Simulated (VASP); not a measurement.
# HfBe2: accuracy against cost in the PAW data sets and precision settings, part 2 of 3

A convergence test on HfBe2: the PAW data sets and precision settings. The atoms are off their equilibrium sites, so that forces can be compared too. The series runs use r2SCAN. The atoms of the start are displaced at random from the sites of a P6/mmm cell.

VASP 6.6.1, plane waves and PAW; the level of theory is named at each step.

Still holding for the runs below: The k-mesh is coarse for a metal.

So far. Step 5 (PAW data sets: materialsproject 64: Hf pv Be sv): With 18 valence electrons the pressure is 0.01 GPa, +0.70 GPa from the first of the series, after 14 cycles in 41 s. Step 6 (PAW data sets: semicore 64: Hf sv Be sv): With 20 valence electrons the pressure is -0.23 GPa, +0.46 GPa from the first of the series, after 13 cycles in 41 s.

### 7. PAW data sets: GW 64: Hf sv GW Be sv GW

This step: r2SCAN; plane waves and PAW (Hf_sv_GW, Be_sv_GW) (VASP 6.6.1).

INCAR reads:

```
SYSTEM = HfBe2
PREC = Accurate
ENCUT = 700
EDIFF = 1E-06
NELM = 100
ISMEAR = -1
SIGMA = 0.05
LREAL = .FALSE.
ALGO = Normal
METAGGA = R2SCAN
LASPH = .TRUE.
NBANDS = 16
LORBIT = 11
LWAVE = .FALSE.
LCHARG = .FALSE.
KPAR = 4
ISIF = 2
```

POSCAR reads:

```
HfBe2
1.0
    3.7795013321      0.0000000000      0.0000000000
   -1.8897506661      3.2731441672      0.0000000000
    0.0000000000      0.0000000000      3.1699582000
Hf Be
1 2
Direct
   -0.0011550000     -0.0117280000     -0.0043230000
    0.3188360000      0.6647940000      0.4934710000
    0.6625000000      0.3412110000      0.4996050000
```

KPOINTS reads:

```
Automatic mesh
0
Gamma
7 7 7
0 0 0
```

Potentials, in the order of the species: Hf_sv_GW and Be_sv_GW (PBE family, release 64).

Command:

```console
$ mpirun -np 4 vasp_std
```

The program printed:

```text
[... set-up lines as in an earlier step ...]
 entering main loop
       N       E                     dE             d eps       ncg     rms          rms(c)
DAV:   1     0.987777447223E+02    0.98778E+02   -0.15795E+04  7056   0.290E+03
DAV:   2    -0.693260855179E+02   -0.16810E+03   -0.16412E+03  7504   0.461E+02
DAV:   3    -0.792441919868E+02   -0.99181E+01   -0.98857E+01  8408   0.104E+02
DAV:   4    -0.793912521137E+02   -0.14706E+00   -0.14704E+00  6392   0.118E+01
[...]
DAV:  12    -0.716521696731E+02   -0.64231E-04   -0.10443E-05  7240   0.305E-02    0.113E-01
DAV:  13    -0.716521365404E+02    0.33133E-04   -0.26366E-06  6656   0.129E-02    0.823E-03
DAV:  14    -0.716521375318E+02   -0.99139E-06   -0.23719E-07  4040   0.668E-03
   1 F= -.71652138E+02 E0= -.71646204E+02  d E =-.118679E-01
```

Wall time 81 s (4 MPI ranks of Intel Xeon 6975P-C (Granite Rapids), shared host); peak memory 1.3 GiB.

From OUTCAR (step 7):

```text
  Total       -0.2261329     -0.1647235     -0.1834293     -0.0077834     -0.0013777     -0.0009275
  in kB       -9.2389183     -6.7299690     -7.4942139     -0.3180007     -0.0562877     -0.0378925
  external PRESSURE =      -7.8210337 kB  Pullay stress =       0.0000000 kB

 POSITION                                       TOTAL-FORCE (eV/Angst)
 -----------------------------------------------------------------------------------
      1.90755      3.23476      3.15625        -0.541939      0.460032      0.051985
     -0.05125      2.17597      1.56428         0.411870      0.009461      0.006361
      1.85912      1.11683      1.58373         0.130069     -0.469493     -0.058345
 -----------------------------------------------------------------------------------
    total drift:                               -0.001601      0.027225     -0.092698

  FREE ENERGIE OF THE ION-ELECTRON SYSTEM (eV)
  ---------------------------------------------------
  free  energy   TOTEN  =       -71.6521375318 eV

  energy  without entropy=      -71.6402696012  energy(sigma->0) =      -71.64620357

[... 1 part as in an earlier step ...]

[... 2 further parts left out ...]
[key lines of the parts left out:]
E-fermi :   6.3934
```

With 20 valence electrons the pressure is -0.78 GPa, -0.09 GPa from the first of the series, after 14 cycles in 81 s.

### 8. The PAW data sets series as a table

This step: convergence of r2SCAN results with the datasets; plane waves and PAW (VASP 6.6.1).

Derived from the runs above.

Differences are taken from the run with recommended 64: Hf_pv Be. Results of the series, by row:

| setting | status | pressure (GPa) | largest force difference (meV/Å) | SCF cycles | wall time (s) |
| --- | --- | --- | --- | --- | --- |
| minimal 64: Hf Be, 400 eV | converged | -0.6899 | 3.511 | 13 | 29 |
| recommended 64: Hf_pv Be, 400 eV | converged | -0.07276 | 0 | 14 | 35 |
| recommended 54: Hf_pv Be, 400 eV | converged | -0.07276 | 0 | 14 | 35 |
| materialsproject 64: Hf_pv Be_sv, 410 eV | converged | 0.009056 | 29.26 | 14 | 41 |
| semicore 64: Hf_sv Be_sv, 410 eV | converged | -0.2252 | 29.56 | 13 | 41 |
| gw 64: Hf_sv_GW Be_sv_GW, 700 eV | converged | -0.7821 | 52.37 | 14 | 81 |

### 9. Precision settings: PREC = Low

This step: r2SCAN; plane waves and PAW (Hf_pv, Be) (VASP 6.6.1).

PREC sets the FFT grids, and LREAL, ADDGRID and LASPH trade speed for accuracy.

Changes to INCAR since step 7:

```diff
@@ -1,4 +1,4 @@
 SYSTEM = HfBe2
-PREC = Accurate
-ENCUT = 700
+PREC = Low
+ENCUT = 400
 EDIFF = 1E-06
@@ -11,3 +11,3 @@
 LASPH = .TRUE.
-NBANDS = 16
+NBANDS = 13
 LORBIT = 11
```

POSCAR is that of step 7.

KPOINTS is that of step 7.

The projector-augmented-wave data sets are Hf_pv and Be (PBE family, release 64).

Command:

```console
$ mpirun -np 4 vasp_std
```

The program printed:

```text
[... set-up lines as in an earlier step ...]
 entering main loop
       N       E                     dE             d eps       ncg     rms          rms(c)
DAV:   1    -0.224894453481E+02   -0.22489E+02   -0.63229E+03  4488   0.816E+02
DAV:   2    -0.574342949190E+02   -0.34945E+02   -0.33051E+02  5654   0.178E+02
DAV:   3    -0.585690451372E+02   -0.11348E+01   -0.11194E+01  6064   0.247E+01
DAV:   4    -0.585810578425E+02   -0.12013E-01   -0.12007E-01  5317   0.313E+00
DAV:   5    -0.585812332768E+02   -0.17543E-03   -0.17541E-03  6129   0.326E-01    0.542E+01
DAV:   6    -0.544796878443E+02    0.41015E+01   -0.24035E+00  5280   0.106E+01    0.362E+01
DAV:   7    -0.544735404179E+02    0.61474E-02   -0.15010E+00  5837   0.794E+00    0.520E+00
DAV:   8    -0.543961878865E+02    0.77353E-01   -0.38442E-01  5150   0.394E+00    0.763E-01
DAV:   9    -0.543942739208E+02    0.19140E-02   -0.18117E-02  5597   0.101E+00    0.423E-01
DAV:  10    -0.543943964672E+02   -0.12255E-03   -0.10267E-03  5839   0.219E-01    0.299E-01
DAV:  11    -0.543943767834E+02    0.19684E-04   -0.10999E-04  5801   0.844E-02    0.453E-02
DAV:  12    -0.543943797696E+02   -0.29861E-05   -0.78430E-06  5622   0.192E-02    0.135E-02
DAV:  13    -0.543943768991E+02    0.28704E-05   -0.61507E-07  3206   0.665E-03    0.934E-03
DAV:  14    -0.543943777264E+02   -0.82726E-06   -0.79814E-08  2551   0.233E-03
   1 F= -.54394378E+02 E0= -.54388432E+02  d E =-.118916E-01
```

Elapsed: 16 s, on 4 MPI ranks; peak memory 0.58 GiB.

Parts of OUTCAR (step 9):

```text
   NELECT =      14.0000    total number of electrons

 E-fermi :   4.4394

 k-point     1 :       0.0000    0.0000    0.0000
  band No.  band energies     occupation
    ...
      3     -26.3060      2.00000
      4      -4.1426      2.00000
      5       3.3812      2.00000
      6       3.4962      2.00000
      7       4.0303      1.99944
      8       8.4988      0.00000
      9       9.3384      0.00000
     10       9.3873      0.00000
     11      10.2229      0.00000
     12      10.4798      0.00000
    ...

  Total       -0.0209827      0.0255242     -0.0543301     -0.0104219      0.0048006     -0.0021975
  in kB       -0.8572718      1.0428210     -2.2197169     -0.4257984      0.1961359     -0.0897808
  external PRESSURE =      -0.6780559 kB  Pullay stress =       0.0000000 kB

 POSITION                                       TOTAL-FORCE (eV/Angst)
 -----------------------------------------------------------------------------------
      1.90755      3.23476      3.15625        -0.549565      0.471085      0.020662
     -0.05125      2.17597      1.56428         0.437323     -0.025431      0.060833
      1.85912      1.11683      1.58373         0.112241     -0.445653     -0.081495
 -----------------------------------------------------------------------------------
    total drift:                                0.020368      0.003849      0.001878

  FREE ENERGIE OF THE ION-ELECTRON SYSTEM (eV)
  ---------------------------------------------------
  free  energy   TOTEN  =       -54.3943777264 eV

  energy  without entropy=      -54.3824860789  energy(sigma->0) =      -54.38843190

[... 7 parts as in an earlier step ...]

[... 10 further parts left out ...]
```

Harder data sets than Hf_pv exist (the GW ones), and pressures, volumes and forces can shift noticeably with them.

Numbers from this step:

```yaml
electrons: 14
bands: 13
free_energy_toten: -54.3944 eV
energy_at_zero_smearing: -54.3884 eV
fermi_energy: 4.439 eV
pressure: -0.06781 GPa
```

The series starts at -18.1295 eV an atom and -0.07 GPa, after 14 cycles in 16 s.

### 10. Precision settings: PREC = Medium

Changes to INCAR since step 9:

```diff
@@ -1,3 +1,3 @@
 SYSTEM = HfBe2
-PREC = Low
+PREC = Medium
 ENCUT = 400
```

POSCAR is that of step 9.

KPOINTS is that of step 9.

Command:

```console
$ mpirun -np 4 vasp_std
```

The program printed:

```text
[... set-up lines as in an earlier step ...]
 entering main loop
       N       E                     dE             d eps       ncg     rms          rms(c)
DAV:   1    -0.224886272003E+02   -0.22489E+02   -0.63231E+03  4488   0.816E+02
DAV:   2    -0.574346435335E+02   -0.34946E+02   -0.33052E+02  5654   0.178E+02
DAV:   3    -0.585694384781E+02   -0.11348E+01   -0.11194E+01  6064   0.247E+01
DAV:   4    -0.585814519072E+02   -0.12013E-01   -0.12008E-01  5317   0.313E+00
[...]
DAV:  12    -0.543949968309E+02   -0.26801E-05   -0.78535E-06  5602   0.191E-02    0.131E-02
DAV:  13    -0.543949940154E+02    0.28155E-05   -0.65103E-07  3261   0.695E-03    0.944E-03
DAV:  14    -0.543949948327E+02   -0.81734E-06   -0.82897E-08  2521   0.240E-03
   1 F= -.54394995E+02 E0= -.54389055E+02  d E =-.118793E-01
```

It took 16 s on 4 MPI ranks; peak memory 0.59 GiB.

OUTCAR, selected parts (step 10):

```text
  Total       -0.0126901      0.0312204     -0.0621124     -0.0063050      0.0048945     -0.0040587
  in kB       -0.5184699      1.2755439     -2.5376738     -0.2575995      0.1999701     -0.1658217
  external PRESSURE =      -0.5935333 kB  Pullay stress =       0.0000000 kB

 POSITION                                       TOTAL-FORCE (eV/Angst)
 -----------------------------------------------------------------------------------
      1.90755      3.23476      3.15625        -0.546512      0.468425      0.022187
     -0.05125      2.17597      1.56428         0.435124     -0.026163      0.059691
      1.85912      1.11683      1.58373         0.111387     -0.442263     -0.081878
 -----------------------------------------------------------------------------------
    total drift:                                0.010158     -0.007875     -0.000010

  FREE ENERGIE OF THE ION-ELECTRON SYSTEM (eV)
  ---------------------------------------------------
  free  energy   TOTEN  =       -54.3949948327 eV

  energy  without entropy=      -54.3831155025  energy(sigma->0) =      -54.38905517

[... 2 parts as in an earlier step ...]

[... 1 further part left out ...]
[key lines of the parts left out:]
E-fermi :   4.4384
```

Against the first of the series the energy moves by -0.21 meV an atom and the pressure by +0.01 GPa, after 14 cycles in 16 s.

### 11. Precision settings: PREC = Normal

Changes to INCAR since step 10:

```diff
@@ -1,3 +1,3 @@
 SYSTEM = HfBe2
-PREC = Medium
+PREC = Normal
 ENCUT = 400
```

POSCAR is that of step 10.

KPOINTS is that of step 10.

Command:

```console
$ mpirun -np 4 vasp_std
```

The program printed:

```text
[... set-up lines as in an earlier step ...]
 entering main loop
       N       E                     dE             d eps       ncg     rms          rms(c)
DAV:   1    -0.224897906286E+02   -0.22490E+02   -0.63230E+03  4488   0.816E+02
DAV:   2    -0.574359428054E+02   -0.34946E+02   -0.33052E+02  5654   0.178E+02
DAV:   3    -0.585707056595E+02   -0.11348E+01   -0.11194E+01  6059   0.247E+01
DAV:   4    -0.585827164765E+02   -0.12011E-01   -0.12005E-01  5317   0.313E+00
[...]
DAV:  12    -0.543952943033E+02   -0.26523E-05   -0.78330E-06  5607   0.190E-02    0.131E-02
DAV:  13    -0.543952914944E+02    0.28089E-05   -0.64721E-07  3236   0.694E-03    0.942E-03
DAV:  14    -0.543952923187E+02   -0.82429E-06   -0.82874E-08  2521   0.239E-03
   1 F= -.54395292E+02 E0= -.54389351E+02  d E =-.118820E-01
```

Wall time 17 s (4 MPI ranks); peak memory 0.63 GiB; 52 s of CPU time.

From OUTCAR (step 11):

```text
  Total       -0.0149203      0.0270588     -0.0665252     -0.0075449      0.0030064     -0.0032905
  in kB       -0.6095851      1.1055173     -2.7179624     -0.3082565      0.1228284     -0.1344370
  external PRESSURE =      -0.7406768 kB  Pullay stress =       0.0000000 kB

 POSITION                                       TOTAL-FORCE (eV/Angst)
 -----------------------------------------------------------------------------------
      1.90755      3.23476      3.15625        -0.545410      0.471086      0.022257
     -0.05125      2.17597      1.56428         0.434321     -0.028460      0.059279
      1.85912      1.11683      1.58373         0.111089     -0.442626     -0.081537
 -----------------------------------------------------------------------------------
    total drift:                               -0.000739     -0.000360     -0.001363

  FREE ENERGIE OF THE ION-ELECTRON SYSTEM (eV)
  ---------------------------------------------------
  free  energy   TOTEN  =       -54.3952923187 eV

  energy  without entropy=      -54.3834102955  energy(sigma->0) =      -54.38935131

[... 2 parts as in an earlier step ...]

[... 1 further part left out ...]
[key lines of the parts left out:]
E-fermi :   4.4382
```

Against the first of the series the energy moves by -0.31 meV an atom and the pressure by -0.01 GPa, after 14 cycles in 17 s.

### 12. Precision settings: PREC = Single

Changes to INCAR since step 11:

```diff
@@ -1,3 +1,3 @@
 SYSTEM = HfBe2
-PREC = Normal
+PREC = Single
 ENCUT = 400
```

POSCAR is that of step 11.

KPOINTS is that of step 11.

Command:

```console
$ mpirun -np 4 vasp_std
```

The program printed:

```text
[... set-up lines as in an earlier step ...]
 entering main loop
       N       E                     dE             d eps       ncg     rms          rms(c)
DAV:   1    -0.224898078337E+02   -0.22490E+02   -0.63232E+03  4488   0.816E+02
DAV:   2    -0.574354432377E+02   -0.34946E+02   -0.33052E+02  5654   0.178E+02
DAV:   3    -0.585701018325E+02   -0.11347E+01   -0.11193E+01  6059   0.247E+01
DAV:   4    -0.585821078974E+02   -0.12006E-01   -0.12001E-01  5317   0.313E+00
[...]
DAV:  12    -0.543954317115E+02   -0.26621E-05   -0.78060E-06  5607   0.189E-02    0.131E-02
DAV:  13    -0.543954289014E+02    0.28102E-05   -0.63803E-07  3226   0.689E-03    0.945E-03
DAV:  14    -0.543954297279E+02   -0.82649E-06   -0.81607E-08  2511   0.237E-03
   1 F= -.54395430E+02 E0= -.54389488E+02  d E =-.118826E-01
```

Run time: 33 s. Hardware: 4 MPI ranks; peak memory 0.59 GiB; 1.8 min of CPU time.

OUTCAR, selected parts (step 12):

```text
  Total       -0.0167274      0.0293184     -0.0657099     -0.0101489      0.0032056     -0.0031716
  in kB       -0.6834167      1.1978368     -2.6846517     -0.4146447      0.1309686     -0.1295809
  external PRESSURE =      -0.7234105 kB  Pullay stress =       0.0000000 kB

 POSITION                                       TOTAL-FORCE (eV/Angst)
 -----------------------------------------------------------------------------------
      1.90755      3.23476      3.15625        -0.545644      0.473717      0.022391
     -0.05125      2.17597      1.56428         0.434229     -0.029843      0.059429
      1.85912      1.11683      1.58373         0.111415     -0.443875     -0.081820
 -----------------------------------------------------------------------------------
    total drift:                               -0.004617      0.006555      0.000258

  FREE ENERGIE OF THE ION-ELECTRON SYSTEM (eV)
  ---------------------------------------------------
  free  energy   TOTEN  =       -54.3954297279 eV

  energy  without entropy=      -54.3835471526  energy(sigma->0) =      -54.38948844

[... 2 parts as in an earlier step ...]

[... 1 further part left out ...]
[key lines of the parts left out:]
E-fermi :   4.4383
```

Against the first of the series the energy moves by -0.35 meV an atom while the pressure stays within 0.01 GPa, after 14 cycles in 33 s.

### 13. Precision settings: PREC = Accurate

Changes to INCAR since step 12:

```diff
@@ -1,3 +1,3 @@
 SYSTEM = HfBe2
-PREC = Single
+PREC = Accurate
 ENCUT = 400
```

POSCAR is that of step 12.

KPOINTS is that of step 12.

Command:

```console
$ mpirun -np 4 vasp_std
```

The program printed:

```text
[... set-up lines as in an earlier step ...]
 entering main loop
       N       E                     dE             d eps       ncg     rms          rms(c)
[... 14 cycles as in an earlier step ...]
   1 F= -.54395193E+02 E0= -.54389252E+02  d E =-.118822E-01
```

It took 35 s on 4 MPI ranks; peak memory 0.75 GiB; 1.8 min of CPU time.

Parts of OUTCAR (step 13):

```text
[... 6 parts as in an earlier step ...]

[... 1 further part left out ...]
[key lines of the parts left out:]
E-fermi :   4.4383
```

Against the first of the series the energy moves by -0.27 meV an atom while the pressure stays within 0.01 GPa, after 14 cycles in 35 s.

### 14. Precision settings: LREAL = Auto

Changes to INCAR since step 13:

```diff
@@ -7,3 +7,3 @@
 SIGMA = 0.05
-LREAL = .FALSE.
+LREAL = Auto
 ALGO = Normal
```

POSCAR is that of step 13.

KPOINTS is that of step 13.

Command:

```console
$ mpirun -np 4 vasp_std
```

The program printed:

```text
[banner, memory and clock lines left out]
running    4 mpi-ranks, on    1 nodes
[...]
|                                                                             |
|               ----> ADVICE to this user running VASP <----                  |
|                                                                             |
|     You have a (more or less) 'small supercell' and for smaller cells       |
|     it is recommended to use the reciprocal-space projection scheme!        |
|     The real-space optimization is not efficient for small cells and it     |
|     is also less accurate ...                                               |
|     Therefore, set LREAL=.FALSE. in the INCAR file.                         |
|                                                                             |

 [... a notice as in an earlier step ...]

 LDA part: xc-table for (None), standard interpolation
 POSCAR, INCAR and KPOINTS ok, starting setup
[...]
entering main loop
       N       E                     dE             d eps       ncg     rms          rms(c)
DAV:   1    -0.224910463463E+02   -0.22491E+02   -0.63231E+03  4488   0.816E+02
DAV:   2    -0.574366314843E+02   -0.34946E+02   -0.33052E+02  5654   0.178E+02
DAV:   3    -0.585712894124E+02   -0.11347E+01   -0.11193E+01  6059   0.247E+01
DAV:   4    -0.585832951985E+02   -0.12006E-01   -0.12000E-01  5317   0.313E+00
[...]
DAV:  12    -0.543958472990E+02   -0.26648E-05   -0.77942E-06  5607   0.190E-02    0.131E-02
DAV:  13    -0.543958444925E+02    0.28065E-05   -0.64530E-07  3226   0.694E-03    0.947E-03
DAV:  14    -0.543958453201E+02   -0.82762E-06   -0.82705E-08  2521   0.239E-03
   1 F= -.54395845E+02 E0= -.54389904E+02  d E =-.118821E-01
```

It took 44 s on 4 MPI ranks; peak memory 0.65 GiB.

From OUTCAR (step 14):

```text
  Total       -0.0168388      0.0274065     -0.0664026     -0.0079664      0.0036016     -0.0030765
  in kB       -0.6879668      1.1197247     -2.7129563     -0.3254750      0.1471472     -0.1256951
  external PRESSURE =      -0.7603995 kB  Pullay stress =       0.0000000 kB

 POSITION                                       TOTAL-FORCE (eV/Angst)
 -----------------------------------------------------------------------------------
      1.90755      3.23476      3.15625        -0.545584      0.471666      0.023429
     -0.05125      2.17597      1.56428         0.434854     -0.029318      0.058532
      1.85912      1.11683      1.58373         0.110730     -0.442348     -0.081961
 -----------------------------------------------------------------------------------
    total drift:                                0.000925     -0.001354      0.000415

  FREE ENERGIE OF THE ION-ELECTRON SYSTEM (eV)
  ---------------------------------------------------
  free  energy   TOTEN  =       -54.3958453201 eV

  energy  without entropy=      -54.3839632111  energy(sigma->0) =      -54.38990427

[... 2 parts as in an earlier step ...]

[... 1 further part left out ...]
[key lines of the parts left out:]
E-fermi :   4.4383
```

Against PREC = Accurate, on which this run builds, the energy moves by -0.22 meV an atom while the pressure stays within 0.01 GPa, after 14 cycles in 44 s.

[end of part 2 of 3]

[Lines on the potential files, build, host, timing and source positions are cut from VASP's logs without a mark.]

[Logs are printed without paths, hosts, clocks, repeated set-up lines and the standing remarks that a program may print on its own settings, such as how far it seeks lower states.]

[Hosts, paths, dates, database ids (printed as entryN), source tags and the programs' standing remarks are cut or masked in the printed files.]

[A measured line is paired with the nearest computed mode of its activity, which favours agreement.]
